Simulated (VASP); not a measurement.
Method: AM05 GGA, VASP's PBE PAW potentials (set 64) (plane waves; VASP).

VASP input:

File POSCAR:
```
PdIn
1.0
  3.2468429436   0.0000000000   0.0000000000
  0.0000000000   3.2468429436   0.0000000000
  0.0000000000   0.0000000000   3.2468429436
In Pd
1 1
Cartesian
  1.6234214718   1.6234214718   1.6234214718
  0.0000000000   0.0000000000   0.0000000000
```

**KPOINTS**
```
Automatic mesh
0
Gamma
11 11 11
0 0 0
```

INCAR:
```
SYSTEM=PdIn
PREC=Accurate; ENCUT=520; LREAL=.False.
LASPH=.True.
EDIFF=1E-7; NELM=100; ALGO=Normal
LMAXMIX=4
ISMEAR=1; SIGMA=0.1
GGA=AM
ISIF=2
LWAVE=.False.; LCHARG=.False.
```

POTCAR, in this order: In_d Pd (PBE.64 set). Program: vasp_std.

The run wrote:

File OUTCAR:
```
 ion  position               nearest neighbor table
   1  0.500  0.500  0.500-   2 2.81   2 2.81   2 2.81   2 2.81   2 2.81   2 2.81   2 2.81   2 2.81
  LATTYP: Found a simple cubic cell.
 ALAT       =     3.2468429436
 Subroutine PRICEL returns:
 Original cell was already a primitive cell.
 Subroutine GETGRP returns: Found 48 space group operations
The static configuration has the point symmetry O_h .
The dynamic configuration has the point symmetry O_h .
 Subroutine INISYM returns: Found 48 space group operations
 Subroutine IBZKPT returns following result:
 Found     56 irreducible k-points:

 Following reciprocal coordinates:
            Coordinates               Weight
  0.000000  0.000000  0.000000      1.000000
  0.090909  0.000000  0.000000      6.000000
  0.181818  0.000000  0.000000      6.000000
  0.272727  0.000000  0.000000      6.000000
  0.363636  0.000000  0.000000      6.000000
  0.454545  0.000000  0.000000      6.000000
  0.090909  0.090909  0.000000     12.000000
  0.181818  0.090909  0.000000     24.000000
  0.272727  0.090909  0.000000     24.000000
  0.363636  0.090909  0.000000     24.000000
  0.454545  0.090909  0.000000     24.000000
  0.181818  0.181818  0.000000     12.000000
  0.272727  0.181818  0.000000     24.000000
  0.363636  0.181818  0.000000     24.000000
  0.454545  0.181818  0.000000     24.000000
  0.272727  0.272727  0.000000     12.000000
  0.363636  0.272727  0.000000     24.000000
  0.454545  0.272727  0.000000     24.000000
  0.363636  0.363636  0.000000     12.000000
  0.454545  0.363636  0.000000     24.000000
  0.454545  0.454545  0.000000     12.000000
  0.090909  0.090909  0.090909      8.000000
  0.181818  0.090909  0.090909     24.000000
  0.272727  0.090909  0.090909     24.000000
  0.363636  0.090909  0.090909     24.000000
...
```

### OSZICAR
```
       N       E                     dE             d eps       ncg     rms          rms(c)
DAV:   1     0.161723258285E+03    0.16172E+03   -0.11502E+04  1694   0.200E+03
DAV:   2    -0.185975830396E+01   -0.16358E+03   -0.15923E+03  1708   0.407E+02
DAV:   3    -0.958777546284E+01   -0.77280E+01   -0.75956E+01  2100   0.959E+01
DAV:   4    -0.971518531288E+01   -0.12741E+00   -0.12736E+00  2032   0.116E+01
DAV:   5    -0.972083483898E+01   -0.56495E-02   -0.56495E-02  2489   0.224E+00    0.710E+00
DAV:   6    -0.949279157759E+01    0.22804E+00   -0.70639E-01  1925   0.118E+01    0.316E+00
DAV:   7    -0.945062552306E+01    0.42166E-01   -0.95129E-02  2374   0.605E+00    0.163E+00
DAV:   8    -0.944029561746E+01    0.10330E-01   -0.26063E-02  2114   0.181E+00    0.436E-01
DAV:   9    -0.943923158682E+01    0.10640E-02   -0.22321E-03  2163   0.862E-01    0.609E-02
DAV:  10    -0.943922439258E+01    0.71942E-05   -0.61468E-05  2413   0.128E-01    0.231E-02
DAV:  11    -0.943922413767E+01    0.25491E-06   -0.49694E-06  1888   0.251E-02    0.345E-03
DAV:  12    -0.943922433224E+01   -0.19457E-06   -0.44364E-07  2184   0.685E-03    0.174E-03
DAV:  13    -0.943922432769E+01    0.45547E-08   -0.16083E-08  1092   0.176E-03
   1 F= -.94392243E+01 E0= -.94388019E+01  d E =-.126714E-02
```

File OUTCAR:
```
------------------------ aborting loop because EDIFF is reached ----------------------------------------
  FORCE on cell =-STRESS in cart. coord.  units (eV):
  Direction    XX          YY          ZZ          XY          YZ          ZX
  --------------------------------------------------------------------------------------
  Total       -0.0585761     -0.0585761     -0.0585761     -0.0000000     -0.0000000      0.0000000
  in kB       -2.7418727     -2.7418727     -2.7418727     -0.0000000     -0.0000000      0.0000000
  external PRESSURE =      -2.7418727 kB  Pullay stress =       0.0000000 kB
  volume of cell :       34.23
      direct lattice vectors                 reciprocal lattice vectors
     3.246842944  0.000000000  0.000000000     0.307991491  0.000000000  0.000000000
     0.000000000  3.246842944  0.000000000     0.000000000  0.307991491  0.000000000
     0.000000000  0.000000000  3.246842944     0.000000000  0.000000000  0.307991491
 POSITION                                       TOTAL-FORCE (eV/Angst)
 -----------------------------------------------------------------------------------
      1.62342      1.62342      1.62342         0.000000      0.000000      0.000000
      0.00000      0.00000      0.00000         0.000000      0.000000      0.000000
 -----------------------------------------------------------------------------------
    total drift:                                0.000000      0.000000     -0.000000
  FREE ENERGIE OF THE ION-ELECTRON SYSTEM (eV)
  ---------------------------------------------------
  free  energy   TOTEN  =        -9.4392243277 eV

  energy  without entropy=       -9.4379571873  energy(sigma->0) =       -9.43880195
```
(Selected blocks of OUTCAR.)

The compound is PdIn in the CsCl type structure. It was relaxed first. The electron count is odd and the run is not spin-polarised, which forces a metal.
